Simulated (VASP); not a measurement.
VASP ran on this input.

### INCAR
```
! general
SYSTEM   = TiAl
PREC     = Accurate
ENCUT    = 520   ! plane-wave cut-off (eV)
LREAL    = F
LASPH    = T   ! aspherical one-centre terms

! electronic loop
EDIFF    = 1E-7   ! SCF stop (eV)
NELM     = 100
ALGO     = Normal   ! blocked Davidson
LMAXMIX  = 4

! smearing
ISMEAR   = -5   ! tetrahedra, Bloechl

! functional
GGA      = CX
LUSE_VDW = T
AGGAC    = 0.0

! ions
ISIF     = 2   ! forces and stress, cell fixed

! output
LWAVE    = F
LCHARG   = T
LORBIT   = 11
NEDOS    = 601   ! DOS grid
```

File KPOINTS:
```
Automatic mesh
0
Gamma
14 14 10
0 0 0
```

File POSCAR:
```
TiAl
1
    2.8072152887     0.0000000000     0.0000000000
    0.0000000000     2.8072152887     0.0000000000
    0.0000000000     0.0000000000     4.0395400996
Ti Al
1 1
Direct
  0.0000000000   0.0000000000   0.0000000000
  0.5000000000   0.5000000000   0.5000000000
```

POTCAR, in this order: Ti_sv Al (PBE.64 set). Program: vasp_std.

Problem. Translate this vdW-DF-cx calculation to Quantum ESPRESSO's pw.x.

Solution. One equivalent input (not run):
```
&CONTROL
  calculation = 'scf'
  pseudo_dir = './pseudo'
  outdir = './out'
  tprnfor = .true.
  tstress = .true.
/
&SYSTEM
  ibrav = 0
  nat = 2
  ntyp = 2
  ecutwfc = 84
  occupations = 'tetrahedra'
  input_dft = 'vdw-df-cx'
/
&ELECTRONS
  conv_thr = 7.3e-09
  electron_maxstep = 100
/
ATOMIC_SPECIES
  Ti 47.867 Ti.upf
  Al 26.982 Al.upf
CELL_PARAMETERS angstrom
     2.8072153    0.0000000    0.0000000
     0.0000000    2.8072153    0.0000000
     0.0000000    0.0000000    4.0395401
ATOMIC_POSITIONS crystal
  Ti   0.0000000  0.0000000  0.0000000
  Al   0.5000000  0.5000000  0.5000000
K_POINTS automatic
  14 14 10 0 0 0
```
Limits of the translation: the potentials are each code's own (VASP's PAW set, PseudoDojo norm-conserving files in pw.x), so ENCUT and ecutwfc are chosen apart and not converted; conv_thr bounds pw.x's estimated SCF error, while EDIFF bounds the energy change between steps.

The compound is TiAl in the L1_0 structure. It was relaxed first.
